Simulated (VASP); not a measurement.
Given:

```
CELL_PARAMETERS angstrom
      3.89397     0.00000     0.00000
      0.00000     3.89397     0.00000
      0.00000     0.00000     8.48805
ATOMIC_POSITIONS crystal
  Hf 0.50000 0.00000 0.73863
  Hf 0.00000 0.50000 0.26137
  Sb 0.50000 0.00000 0.38107
  Sb 0.00000 0.50000 0.61893
  Sb 0.00000 0.00000 0.00000
  Pd 0.50000 0.50000 0.00000
```

Calculation: PBEsol GGA with spin-orbit coupling, VASP's PBE PAW potentials (set 64) (plane waves; VASP). Numerical set-up: 400 eV cut-off, 7×7×4 Γ-centred mesh, Gaussian smearing of 0.050 eV, potentials Hf_pv Sb Pd.

Estimate the energy per atom (σ→0), band gap (over mesh and band path) with the smallest direct gap where there is one.

```yaml
band gap (over mesh and band path): none (metal, semimetal or under 0.01 eV)
energy per atom (σ→0): -7.582 eV/atom
```

Total energies compare only between runs with the same potentials, cut-off and functional.

The structure comes from a computed database's Hf2Sb3Pd entry (P-4m2); how it stands against other phases isn't given here. It was relaxed first.
